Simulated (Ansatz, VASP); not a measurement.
# Cross-check of H19C27O4 (amorphous poly(ether ketone) at 500 K) between VASP and Ansatz

One calculation is typed for both programs; each brings its own data sets. How far apart do they land? Of the first pair: The structure shown is the start of the Ansatz relaxation below; VASP solves that cell, so the two are compared at the walk's first step.

Method: plane waves, with VASP 6.6.1 beside it; single point at RPBE with D3(BJ), in Ansatz 0.2.0.

**1. Starting point**

The cell holds 200 atoms: 108 C, 16 O and 76 H. Cell: a = 13.558 Å, b = 13.558 Å, c = 13.558 Å, α = 90.0°, β = 90.0°, γ = 90.0°. As first built, before any earlier steps moved the atoms (in the runner's words): 2 poly(ether ketone) chains of 4 units placed at random, at 1.09 g/cm^3; overlaps pushed apart, then 20 ps at 800 K with MMFF94 bonds, angles, torsions, charges and radii (Halgren, J. Comput. Chem. 17, 490 (1996)) in harmonic and 12-6 forms; charges of ions scaled by 0.8. Snapshot after 30 ps at 500 K and fixed volume.

**2. Ansatz: relaxation, RPBE with D3(BJ)**

Ansatz runs on its default PAW (the set named soft_2) files.

The two programs are compared at the cell with which this relaxation starts, whose forces are those of its first step.

The input, input.yaml:

```yaml
crystal:
  lattice:
    - [13.5576, 0.0, 0.0]
    - [0.0, 13.5576, 0.0]
    - [0.0, 0.0, 13.5576]
  atoms:
    - { symbol: C, position: [0.80208, 0.5298, 0.08396] }
    - { symbol: C, position: [0.91129, 0.55098, 0.10165] }
    - { symbol: C, position: [0.94429, 0.62472, 0.16794] }
    - { symbol: C, position: [0.04039, 0.65687, 0.16266] }
    - { symbol: C, position: [0.10467, 0.60874, 0.09436] }
    - { symbol: C, position: [0.07137, 0.53202, 0.03739] }
    - { symbol: C, position: [0.97713, 0.50087, 0.04252] }
    - { symbol: C, position: [0.20842, 0.63716, 0.09536] }
    - { symbol: O, position: [0.26925, 0.5961, 0.04509] }
    - { symbol: C, position: [0.23918, 0.71633, 0.16532] }
    - { symbol: C, position: [0.20673, 0.80884, 0.14331] }
    - { symbol: C, position: [0.22294, 0.88482, 0.21211] }
    - { symbol: C, position: [0.28515, 0.8704, 0.29229] }
    - { symbol: C, position: [0.31294, 0.77646, 0.31549] }
    - { symbol: C, position: [0.29521, 0.70096, 0.24687] }
    - { symbol: O, position: [0.30952, 0.9505, 0.35625] }
    - { symbol: C, position: [0.38253, 0.9367, 0.42753] }
    - { symbol: C, position: [0.479, 0.90804, 0.41424] }
    - { symbol: C, position: [0.53589, 0.90103, 0.49782] }
    - { symbol: C, position: [0.49298, 0.9086, 0.59342] }
    - { symbol: C, position: [0.39924, 0.93838, 0.6058] }
    - { symbol: C, position: [0.34826, 0.96702, 0.51903] }
    - { symbol: C, position: [0.57022, 0.91296, 0.66824] }
    - { symbol: O, position: [0.65053, 0.94556, 0.64302] }
    - { symbol: C, position: [0.54712, 0.91474, 0.77708] }
    - { symbol: C, position: [0.62548, 0.94685, 0.84445] }
    - { symbol: C, position: [0.61948, 0.91505, 0.93713] }
    - { symbol: C, position: [0.54245, 0.8548, 0.9718] }
    - { symbol: C, position: [0.45924, 0.83652, 0.91425] }
    - { symbol: C, position: [0.47205, 0.85834, 0.815] }
[... 164 atom lines left out ...]
    - { symbol: H, position: [0.88676, 0.06208, 0.53027] }
    - { symbol: H, position: [0.12393, 0.9988, 0.3405] }
    - { symbol: H, position: [0.06786, 0.83304, 0.31652] }
    - { symbol: H, position: [0.02875, 0.28516, 0.44822] }
    - { symbol: H, position: [0.94186, 0.22375, 0.52544] }
    - { symbol: H, position: [0.91916, 0.24751, 0.40256] }
kpoints:
  mp_grid: { grid: [1, 1, 1] }
hamiltonian:
  xc: rpbe
  dispersion: d3bj
scf:
  occupations: { method: fixed }
output:
  forces: true
relax:
  f_tol: 0.05
  max_steps: 200
```

Command:

```
$ ansatz run input.yaml --threads 4 --pin off --max-ram 8192MiB --backend cpu --events-out ev --progress --plain --runs-dir out
```

Numbers of over 12 decimals in the logs are rounded to 6 here.

Log:

```text
Engine: ansatz 0.2.0, aarch64-unknown-linux-gnu
Pseudopotentials: kind: paw
Pseudopotential: C, paw, valence charge 4, recommended cutoff 420 eV (normal), C.paw.azcp
Pseudopotential: O, paw, valence charge 6, recommended cutoff 420 eV (normal), O.paw.azcp
Pseudopotential: H, paw, valence charge 1, recommended cutoff 420 eV (normal), H.paw.azcp
Functional definition: RPBE
  parameter kappa = 0.804
  parameter beta = 0.066725
  exchange = rpbe_x(kappa = kappa, mu = beta*pi^2/3)
  correlation = pbe_c(beta = beta)
Crystal: 200 atoms, lattice volume = 2492.002 Å³
Basis set: ecut = 420 eV, 48693 PW (Γ), exchange–correlation on 192×192×192 points (8 copies of the dense FFT grid, shifted against one another)
Bands: 502, of which v1, the nominal top of the filled ones, is band 302 counted from 1 (301 counted from 0)
Symmetry: 1 space group operations
Space group: P1 (ITA 1), of the structure as read, at distance tolerance 1.4e-4 Å
k-points: 1
Non-local potential: C, projectors of the file, l = 0: 2, l = 1: 2, l = 2: 1
Non-local potential: O, projectors of the file, l = 0: 2, l = 1: 2, l = 2: 1
Non-local potential: H, projectors of the file, l = 0: 2, l = 1: 1
PAW form: soft (Blöchl's): semilocal exchange-correlation on the pseudo side does not see the compensation charge
PAW frozen core: C, regenerated for the run's functional, and the local potential with it (the file was generated under x = pbe(κ = 0.804, μ = 0.219515), c = pbe(β = 0.066725))
PAW frozen core: O, regenerated for the run's functional, and the local potential with it (the file was generated under x = pbe(κ = 0.804, μ = 0.219515), c = pbe(β = 0.066725))
PAW one-centre angular grid: C, 110 points (default); XC on 64 Gauss nodes
PAW one-centre angular grid: O, 110 points (default); XC on 64 Gauss nodes
PAW one-centre angular grid: H, 110 points (default); XC on 64 Gauss nodes
Initial density: superposition of atomic densities (neutral atoms: chi_scale 0, normalization atom), corrected by the library's trained network
Initial wavefunctions: pseudopotential atomic-orbital guess
Functional: x = rpbe, c = pbe(β = 0.066725)
SCF iter   1: F=—  HF=-37578.036586 eV  |F-HF|=—  |Δ(HF+E_count)|=         —  Δρ=6.43e-3  dr2=1.02e0  ethr=1.77e-3  ⟨swp⟩=5.0  Hψ=1573  notcnv=0  defer=196
preconditioner: auto → Resta (q_TF=auto, 2.154 Å⁻¹)  ε∞=2.4  [insulator: Δε(μ)=2.520 eV  Ē_g=15.345 eV  n_scr=436 (ndim 8)  ℏωp=18.1 eV  f_vac=0.301  ε∞_Penn≈2.4]
SCF iter   2: F=—  HF=-37577.897194 eV  |F-HF|=—  |Δ(HF+E_count)|=   1.39e-1  Δρ=3.36e-3  dr2=1.98e-1  ethr=1.69e-4  ⟨swp⟩=2.0  Hψ=805  notcnv=0  defer=198
SCF iter   3: F=—  HF=-37577.894972 eV  |F-HF|=—  |Δ(HF+E_count)|=   2.22e-3  Δρ=1.72e-3  dr2=6.75e-2  ethr=3.27e-5  ⟨swp⟩=2.0  Hψ=605  notcnv=0  defer=91
automatic band count: iteration 3 solves 395 bands in place of 502: the levels show a gap, and the empty bands left out lie too high to hold charge; the band table lists the bands solved (type scf.n_extra_bands for more)
SCF iter   4: F=—  HF=-37577.888558 eV  |F-HF|=—  |Δ(HF+E_count)|=   6.41e-3  Δρ=7.34e-4  dr2=1.29e-2  ethr=1.12e-5  ⟨swp⟩=3.0  Hψ=606  notcnv=0  defer=91
SCF iter   5: F=—  HF=-37577.884897 eV  |F-HF|=—  |Δ(HF+E_count)|=   3.66e-3  Δρ=2.20e-4  dr2=1.28e-3  ethr=2.14e-6  ⟨swp⟩=3.0  Hψ=699  notcnv=0  defer=91
SCF iter   6: F=—  HF=-37577.884195 eV  |F-HF|=—  |Δ(HF+E_count)|=   7.02e-4  Δρ=1.11e-4  dr2=3.15e-4  ethr=2.12e-7  ⟨swp⟩=2.0  Hψ=606  notcnv=0  defer=91
SCF iter   7: F=—  HF=-37577.883999 eV  |F-HF|=—  |Δ(HF+E_count)|=   1.96e-4  Δρ=5.06e-5  dr2=6.70e-5  ethr=5.22e-8  ⟨swp⟩=2.0  Hψ=606  notcnv=0  defer=91
SCF iter   8: F=-37577.883968 eV  HF=-37577.883973 eV  |F-HF|=4.75e-6  |Δ(HF+E_count)|=   2.58e-5  Δρ=1.58e-5  dr2=6.92e-6  ethr=1.03e-8  ⟨swp⟩=4.0  Hψ=1133  notcnv=0
SCF 1 converged in 8 iterations: F = -37577.883968 eV  dr2 = 6.92e-6
  greatest PAW one-centre occupation: 0.883 electrons in one spin orbital (limit 2), on the O atom at site 153 (counted from 0), in its partial waves of l = 0
relax step   1: F+E_penalty+E_count = -37577.88396821 eV  Δ(F+E_penalty+E_count) = +0.000e0 eV  max|allowed force component| = 4.558e0 eV/Å  Δτ_max = 0.0000 Å  (8 SCF iters, dr2 threshold 6.25e-5 eV, accepted)
Initial density: handed on by an earlier stage of this run
Initial wavefunctions: those handed on with the density
iter 1 solved again at ethr=7.31e-4 eV; its pass at ethr=3.10e-3 eV (dr2=4.42e0 eV) is discarded
SCF iter   1: F=—  HF=-37589.930557 eV  |F-HF|=—  |Δ(HF+E_count)|=         —  Δρ=1.88e-2  dr2=4.49e0  ethr=7.31e-4  ⟨swp⟩=1.0  Hψ=1333  notcnv=0  defer=85
automatic band count: iteration 1 solves 395 bands in place of 502: the levels show a gap, and the empty bands left out lie too high to hold charge; the band table lists the bands solved (type scf.n_extra_bands for more)
[...]
- { symbol: H, position: [0.925907, 0.324537, 0.802013] }
    - { symbol: H, position: [0.795293, 0.426640, 0.721924] }
    - { symbol: H, position: [0.615096, 0.166282, 0.686926] }
    - { symbol: H, position: [0.742373, 0.067656, 0.770217] }
    - { symbol: H, position: [0.497602, 0.290194, 0.688992] }
    - { symbol: H, position: [0.495432, 0.383444, 0.594580] }
    - { symbol: H, position: [0.551627, 0.266139, 0.570344] }
    - { symbol: C, position: [0.933434, 0.277987, 0.152877] }
    - { symbol: C, position: [0.041181, 0.282023, 0.179238] }
    - { symbol: C, position: [0.090613, 0.198099, 0.214145] }
    - { symbol: C, position: [0.190258, 0.202669, 0.239483] }
    - { symbol: C, position: [0.242751, 0.291756, 0.231271] }
    - { symbol: C, position: [0.193378, 0.375733, 0.195591] }
    - { symbol: C, position: [0.094406, 0.370534, 0.169367] }
    - { symbol: C, position: [0.346102, 0.301957, 0.266502] }
    - { symbol: O, position: [0.379445, 0.382727, 0.292953] }
    - { symbol: C, position: [0.409147, 0.211547, 0.272481] }
    - { symbol: C, position: [0.406336, 0.137653, 0.200022] }
    - { symbol: C, position: [0.469171, 0.056446, 0.205724] }
    - { symbol: C, position: [0.532968, 0.048084, 0.286083] }
    - { symbol: C, position: [0.536273, 0.120323, 0.359444] }
    - { symbol: C, position: [0.475598, 0.202813, 0.351289] }
    - { symbol: O, position: [0.591117, -0.036103, 0.296798] }
    - { symbol: C, position: [0.674565, -0.043608, 0.237982] }
    - { symbol: C, position: [0.713890, 0.036690, 0.186538] }
    - { symbol: C, position: [0.802250, 0.024049, 0.135366] }
    - { symbol: C, position: [0.850033, 0.932443, 0.133162] }
    - { symbol: C, position: [0.808031, 0.852425, 0.183325] }
    - { symbol: C, position: [0.720877, 0.864330, 0.236353] }
    - { symbol: C, position: [0.947115, 0.924361, 0.081038] }
    - { symbol: O, position: [0.017992, 0.974120, 0.109950] }
    - { symbol: C, position: [0.954224, 0.860520, 0.992626] }
    - { symbol: C, position: [0.040583, 0.863385, 0.935105] }
    - { symbol: C, position: [0.046212, 0.812125, 0.846813] }
[...]
- { symbol: O, position: [0.979114, 0.703764, 0.728924] }
[...]
- { symbol: O, position: [0.688504, 0.495908, 0.424646] }
[...]
- { symbol: O, position: [0.268261, 0.575300, 0.614411] }
[...]
- { symbol: C, position: [0.958265, 0.779677, 0.420584] }
    - { symbol: O, position: [0.896395, 0.728258, 0.377420] }
    - { symbol: C, position: [0.943220, 0.887772, 0.431570] }
    - { symbol: C, position: [0.846386, 0.924078, 0.435878] }
    - { symbol: C, position: [0.826782, 0.024755, 0.439563] }
    - { symbol: C, position: [-0.094714, 0.092344, 0.436673] }
    - { symbol: C, position: [0.00290091, 1.057141, 0.432892] }
    - { symbol: C, position: [0.021227, 0.956384, 0.430951] }
    - { symbol: O, position: [-0.105682, 0.192267, 0.436426] }
    - { symbol: C, position: [0.795168, 0.230120, 0.432758] }
    - { symbol: H, position: [0.895175, 0.345492, 0.175802] }
    - { symbol: H, position: [0.897134, 0.214907, 0.187759] }
    - { symbol: H, position: [0.923662, 0.271080, 0.072549] }
    - { symbol: H, position: [0.050534, 0.128901, 0.221620] }
    - { symbol: H, position: [0.227067, 0.137516, 0.268588] }
    - { symbol: H, position: [0.234200, 0.444521, 0.188952] }
    - { symbol: H, position: [0.057071, 0.435940, 0.141751] }
    - { symbol: H, position: [0.356566, 0.145305, 0.137608] }
    - { symbol: H, position: [0.469254, -0.000349106, 0.148963] }
    - { symbol: H, position: [0.586158, 0.110976, 0.421585] }
    - { symbol: H, position: [0.478558, 0.261741, 0.405725] }
    - { symbol: H, position: [0.677270, 0.108122, 0.186762] }
    - { symbol: H, position: [0.833840, 0.085477, 0.094801] }
    - { symbol: H, position: [0.844948, 0.781279, 0.183942] }
    - { symbol: H, position: [0.689530, 0.803160, 0.277670] }
    - { symbol: H, position: [0.101804, 0.908887, 0.959947] }
    - { symbol: H, position: [0.112208, 0.814252, 0.801120] }
[...]
- { symbol: H, position: [0.163085, 0.506714, 0.460199] }
    - { symbol: H, position: [0.785888, 0.871530, 0.436374] }
    - { symbol: H, position: [0.750994, 0.050015, 0.443674] }
    - { symbol: H, position: [0.062988, 1.110260, 0.429148] }
    - { symbol: H, position: [0.096887, 0.930929, 0.425455] }
    - { symbol: H, position: [-0.198052, 0.310397, 0.428830] }
    - { symbol: H, position: [0.754222, 0.209381, 0.499567] }
    - { symbol: H, position: [0.756490, 0.203290, 0.366811] }
```

**3. VASP: single point, RPBE with D3(BJ), start cell, pair 1**

The same cell, functional and mesh now go to VASP, with its own data sets.

Lines of VASP's logs that name or quote its potential files are left out, and so is its time.

The input, INCAR:

```
SYSTEM = H19C27O4
PREC = Accurate
ENCUT = 520
EDIFF = 1E-06
NELM = 120
ISMEAR = 0
SIGMA = 0.01
LREAL = Auto
ALGO = Normal
GGA = RP
IVDW = 12
NBANDS = 442
LORBIT = 11
LWAVE = .FALSE.
LCHARG = .FALSE.
ISIF = 2
LASPH = .TRUE.
GGA_COMPAT = .FALSE.
EFERMI = MIDGAP
```

The input, POSCAR:

```
H19C27O4
1.0
   13.5576000000      0.0000000000      0.0000000000
    0.0000000000     13.5576000000      0.0000000000
    0.0000000000      0.0000000000     13.5576000000
C O H
108 16 76
Direct
    0.8020814893      0.5297987844      0.0839602880
    0.9112896088      0.5509824748      0.1016477843
    0.9442895498      0.6247197144      0.1679427037
    0.0403906296      0.6568714227      0.1626615330
    0.1046719183      0.6087434354      0.0943603588
    0.0713695639      0.5320189414      0.0373886234
    0.9771272202      0.5008703605      0.0425222753
    0.2084218446      0.6371629197      0.0953634862
    0.2391795008      0.7163288488      0.1653168702
    0.2067327551      0.8088378474      0.1433070750
    0.2229376881      0.8848173718      0.2121098129
    0.2851537145      0.8703974155      0.2922936213
    0.3129388682      0.7764574851      0.3154909423
    0.2952071163      0.7009573966      0.2468726028
    0.3825308314      0.9366997109      0.4275314215
    0.4790007081      0.9080368207      0.4142399835
    0.5358913082      0.9010296808      0.4978167227
    0.4929781082      0.9085973919      0.5934236148
    0.3992373281      0.9383814244      0.6058004367
    0.3482622293      0.9670221868      0.5190299168
    0.5702189178      0.9129565705      0.6682377412
    0.5471174839      0.9147415472      0.7770770638
    0.6254794359      0.9468489998      0.8444488700
    0.6194827993      0.9150513365      0.9371275152
    0.5424485160      0.8547973093      0.9718017938
    0.4592405736      0.8365197380      0.9142473594
    0.4720525757      0.8583377589      0.8149967546
    0.5487770697      0.7025505989      0.0674824453
    0.5893668496      0.6592907299      0.9851006078
    0.5964698767      0.5579822387      0.9896515607
[... 164 atom lines left out ...]
    0.8867572432      0.0620832596      0.5302708444
    0.1239304892      0.9987977223      0.3405027438
    0.0678586180      0.8330382959      0.3165235735
    0.0287514014      0.2851610905      0.4482209241
    0.9418628666      0.2237490411      0.5254396058
    0.9191597333      0.2475069334      0.4025564997
```

The input, KPOINTS:

```
Automatic mesh
0
Gamma
1 1 1
0 0 0
```

The projector-augmented-wave data sets are C, O and H (PBE family, release 64).

Command:

```
$ export OMP_NUM_THREADS=3
$ mpirun -np 1 vasp_gam
```

Log:

```text
[banner, memory and clock lines left out]
running    1 mpi-ranks, on    1 nodes
[...]
Offloading initialized ...    1 GPUs detected
[...]
|                                                                             |
|               ----> ADVICE to this user running VASP <----                  |
|                                                                             |
|     You enforced a specific xc type in the INCAR file but a different       |
|     [... a line on the potential file left out ...]
|     I HOPE YOU KNOW WHAT YOU ARE DOING!                                     |
|                                                                             |

 LDA part: xc-table for (Slater+PW92), standard interpolation
 POSCAR, INCAR and KPOINTS ok, starting setup
[...]
entering main loop
       N       E                     dE             d eps       ncg     rms          rms(c)
DAV:   1     0.465513878182E+04    0.46551E+04   -0.31601E+05   892   0.126E+03
DAV:   2    -0.860072384019E+03   -0.55152E+04   -0.52405E+04  1110   0.302E+02
DAV:   3    -0.140036545368E+04   -0.54029E+03   -0.53384E+03  1088   0.970E+01
DAV:   4    -0.141487542821E+04   -0.14510E+02   -0.14445E+02  1104   0.179E+01
[...]
DAV:  19    -0.129774502662E+04    0.94556E-05   -0.97538E-06   960   0.801E-03    0.324E-03
DAV:  20    -0.129774502451E+04    0.21113E-05   -0.50719E-06   992   0.460E-03    0.171E-03
DAV:  21    -0.129774502375E+04    0.75876E-06   -0.77482E-07   680   0.213E-03
   1 F= -.13393426E+04 E0= -.13393426E+04  d E =0.000000E+00
```

Parts of OUTCAR (step 3):

```text
  FREE ENERGIE OF THE ION-ELECTRON SYSTEM (eV)
  ---------------------------------------------------
  free  energy   TOTEN  =     -1339.3425587084 eV

  energy  without entropy=    -1339.3425587084  energy(sigma->0) =    -1339.34255871
```

The run ends at a pressure of 3.45 GPa, with forces up to 5.9 eV/Å.

**4. Side by side**

Known differences besides the potentials themselves: fixed occupations in Ansatz, narrow Gaussian smearing in VASP; the cutoff is 420 eV in Ansatz and 520 eV in VASP (PREC = Accurate, projectors in real space); Ansatz makes its cores anew for this functional, VASP keeps those of its PBE data sets. Total energies have different zeros and are not compared.

Forces on 10 of the 200 atoms, those with the largest forces and the largest differences (eV/Å; atoms numbered as in POSCAR):

| atom | Ansatz x, y, z | VASP x, y, z |
| --- | --- | --- |
| C24 | 2.668, -1.846, 3.805 | 2.683, -1.842, 3.836 |
| C34 | 1.867, -3.984, 1.523 | 1.648, -3.836, 1.335 |
| C50 | -3.748, 3.569, -0.830 | -3.763, 3.596, -0.829 |
| C76 | 3.951, 0.983, -3.159 | 3.948, 0.991, -3.140 |
| C91 | 3.542, 1.030, 2.591 | 3.511, 1.032, 2.562 |
| C99 | 3.731, -0.668, 2.229 | 3.697, -0.697, 2.212 |
| C105 | 4.558, 0.220, -3.768 | 4.546, 0.123, -3.766 |
| O109 | 1.685, -1.097, -1.431 | 2.055, -1.349, -1.736 |
| O119 | 2.530, 1.588, 0.713 | 3.013, 1.808, 0.787 |
| O123 | -1.118, -2.031, -0.095 | -1.560, -2.221, -0.345 |

The forces differ by 81 meV/Å r.m.s., which is 6.2 % of the r.m.s. force of 1.298 eV/Å (both taken over all components).

(Part 1 of 2 ends here.)

[Lines on the potential files, build, host, timing and source positions are cut from VASP's logs without a mark.]

[Logs are printed without paths, hosts, clocks, repeated set-up lines and the standing remarks that a program may print on its own settings, such as how far it seeks lower states.]

[Hosts, paths, dates, database ids (printed as entryN), source tags and the programs' standing remarks are cut or masked in the printed files.]

[The MMFF94 radii named for the starting cell were scaled by 0.96; in molecules described by MMFF94, hydrogen bound to N, O or S took a small fixed 12-6 site in their place.]
